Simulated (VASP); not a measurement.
Crystal: TiN (Osbornite).

```
Ti N
1.0
     0.00000    2.11900    2.11900
     2.11900    0.00000    2.11900
     2.11900    2.11900    0.00000
Ti N
1 1
Direct
  0.00000 0.00000 0.00000
  0.50000 0.50000 0.50000
```

Base run:

```yaml
Program: VASP 6.6.1
Functional: PBE
Potentials_or_basis: VASP PAW PBE potentials, release 64 (Ti_sv, N)
Cutoff: 520 eV
k_mesh: 12 × 12 × 12
Occupations: fermi-dirac, width 0.05 eV
Spin: collinear spin, ferromagnetic start
Starting_moments: "[1.0, 0.0] μB"
```

Its results: band gap on the k mesh none (metal or under the smearing width); pressure 2.2 GPa; net moment 0.00 μB per cell.

Q: After a change of settings the same cell gave: band gap on the k mesh none (metal or under the smearing width); pressure -6.2 GPa; net moment 0.00 μB per cell. Which change was it?
A. functional from PBE to LDA; potentials or basis from VASP PAW PBE potentials, release 64 (Ti_sv, N) to VASP PAW LDA potentials, release 64 (Ti_sv, N)
B. functional from PBE to HSE06; k mesh from 12 × 12 × 12 to 7 × 7 × 7
C. functional from PBE to r2SCAN

A: B.

Caveats: some runs use coarse meshes; the PAW data sets were made with another functional, which shifts forces and pressure a little (some runs).

Not every run made on this cell is shown here.
